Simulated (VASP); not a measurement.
Input for VASP

POSCAR:
```
Hf
1
    5.3771810000     0.0000000000     0.0000000000
    0.0000000000     9.9888050000     0.0000000000
    0.0000000000     0.0000000000    20.3644000000
Hf
20
Direct
  0.9166670000   0.0000000000   0.3437370000
  0.9166670000   0.5000000000   0.3437370000
  0.2500000000   0.7500000000   0.3437370000
  0.5833330000   0.2500000000   0.3437370000
  0.4166670000   0.0000000000   0.4218690000
  0.4166670000   0.5000000000   0.4218690000
  0.7500000000   0.7500000000   0.4218690000
  0.0833330000   0.2500000000   0.4218690000
  0.9166670000   0.0000000000   0.5000000000
  0.9166670000   0.5000000000   0.5000000000
  0.2500000000   0.7500000000   0.5000000000
  0.5833330000   0.2500000000   0.5000000000
  0.4166670000   0.0000000000   0.5781310000
  0.4166670000   0.5000000000   0.5781310000
  0.7500000000   0.7500000000   0.5781310000
  0.0833330000   0.2500000000   0.5781310000
  0.9166670000   0.0000000000   0.6562630000
  0.9166670000   0.5000000000   0.6562630000
  0.2500000000   0.7500000000   0.6562630000
  0.5833330000   0.2500000000   0.6562630000
```

### KPOINTS
```
Regular mesh
0
gamma
 5 3 1
```

### INCAR
```
# general
SYSTEM  = Hf
PREC    = Accurate
ENCUT   = 180
LREAL   = Auto
LASPH   = T

# electronic loop
EDIFF   = 1E-6
NELM    = 100
ALGO    = Normal
LMAXMIX = 6

# smearing
ISMEAR  = 0
SIGMA   = 0.1

# ions
ISIF    = 2

# output
LWAVE   = F
LCHARG  = F
```

POTCAR, in this order: Hf_pv (LDA.64 set). Program: vasp_std.

### Question
Write an equivalent input for Quantum ESPRESSO's pw.x.

### Answer
One equivalent input (not run):
```
&CONTROL
  calculation = 'scf'
  pseudo_dir = './pseudo'
  outdir = './out'
  tprnfor = .true.
  tstress = .true.
/
&SYSTEM
  ibrav = 0
  nat = 20
  ntyp = 1
  ecutwfc = 58
  occupations = 'smearing'
  smearing = 'gaussian'
  degauss = 0.00735
  input_dft = 'pz'
/
&ELECTRONS
  conv_thr = 7.3e-08
  electron_maxstep = 100
/
ATOMIC_SPECIES
  Hf 178.490 Hf.upf
CELL_PARAMETERS angstrom
     5.3771810    0.0000000    0.0000000
     0.0000000    9.9888050    0.0000000
     0.0000000    0.0000000   20.3644000
ATOMIC_POSITIONS crystal
  Hf   0.9166670  0.0000000  0.3437370
  Hf   0.9166670  0.5000000  0.3437370
  Hf   0.2500000  0.7500000  0.3437370
  Hf   0.5833330  0.2500000  0.3437370
  Hf   0.4166670  0.0000000  0.4218690
  Hf   0.4166670  0.5000000  0.4218690
  Hf   0.7500000  0.7500000  0.4218690
  Hf   0.0833330  0.2500000  0.4218690
  Hf   0.9166670  0.0000000  0.5000000
  Hf   0.9166670  0.5000000  0.5000000
  Hf   0.2500000  0.7500000  0.5000000
  Hf   0.5833330  0.2500000  0.5000000
  Hf   0.4166670  0.0000000  0.5781310
  Hf   0.4166670  0.5000000  0.5781310
  Hf   0.7500000  0.7500000  0.5781310
  Hf   0.0833330  0.2500000  0.5781310
  Hf   0.9166670  0.0000000  0.6562630
  Hf   0.9166670  0.5000000  0.6562630
  Hf   0.2500000  0.7500000  0.6562630
  Hf   0.5833330  0.2500000  0.6562630
K_POINTS automatic
  5 3 1 0 0 0
```
What does not carry over: the potentials are each code's own (VASP's PAW set, PseudoDojo norm-conserving files in pw.x), so ENCUT and ecutwfc are chosen apart and not converted; conv_thr bounds pw.x's estimated SCF error, while EDIFF bounds the energy change between steps.

The cell is a sheet with vacuum, built from a generated structure.
